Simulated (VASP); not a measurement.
OSZICAR of a VASP run on HfO2 (fluorite):

**OSZICAR**
```
       N       E                     dE             d eps       ncg     rms          rms(c)
DAV:   1     0.102427975043E+03    0.10243E+03   -0.13913E+04    30   0.145E+03
DAV:   2    -0.346715201758E+02   -0.13710E+03   -0.13487E+03    44   0.314E+02
DAV:   3    -0.373486833566E+02   -0.26772E+01   -0.26767E+01    30   0.469E+01
DAV:   4    -0.373660951319E+02   -0.17412E-01   -0.17411E-01    44   0.402E+00
DAV:   5    -0.373661763301E+02   -0.81198E-04   -0.81198E-04    30   0.257E-01    0.401E+01
DAV:   6    -0.309371181888E+02    0.64291E+01   -0.24356E+01    30   0.357E+01    0.245E+01
DAV:   7    -0.308817310213E+02    0.55387E-01   -0.69025E-01    30   0.716E+00    0.130E+01
DAV:   8    -0.309164947249E+02   -0.34764E-01   -0.98790E-02    44   0.341E+00    0.119E+00
DAV:   9    -0.309186689166E+02   -0.21742E-02   -0.96958E-03    30   0.723E-01    0.472E-01
DAV:  10    -0.309186031759E+02    0.65741E-04   -0.15955E-03    44   0.309E-01    0.137E-01
DAV:  11    -0.309185957169E+02    0.74589E-05   -0.52136E-05    44   0.666E-02    0.298E-02
DAV:  12    -0.309185913317E+02    0.43852E-05   -0.24939E-05    30   0.510E-02    0.232E-02
DAV:  13    -0.309185902756E+02    0.10561E-05   -0.34027E-06    44   0.186E-02    0.370E-03
DAV:  14    -0.309185902974E+02   -0.21810E-07   -0.37773E-07    22   0.603E-03
   1 F= -.30918590E+02 E0= -.30918590E+02  d E =-.803849E-19
```

**Question.** Which electronic solver shows in the log?

**Answer.** It is blocked Davidson (ALGO = Normal, or the opening steps of other solvers). The INCAR had ALGO = Normal.

**Question.** Can the final energy be trusted as converged?

**Answer.** The calculation finished and met its thresholds. It stopped with EDIFF = 1E-6, NELM = 100 (PBE GGA, plane waves, VASP's PBE PAW potentials (set 64)).

The compound is HfO2 in the fluorite structure, the high-temperature cubic form, which is unstable at 0 K; the monoclinic form is the stable one. The cell was not relaxed at this level, atoms are displaced from their ideal sites. The k-mesh is coarse (spacing up to 2.19 per Å, 2π included), so the numbers may not be converged in it. The run is one of a series of settings (KPOINTS 1×1×1 Γ-centred mesh against the base run), some of them coarse on purpose.
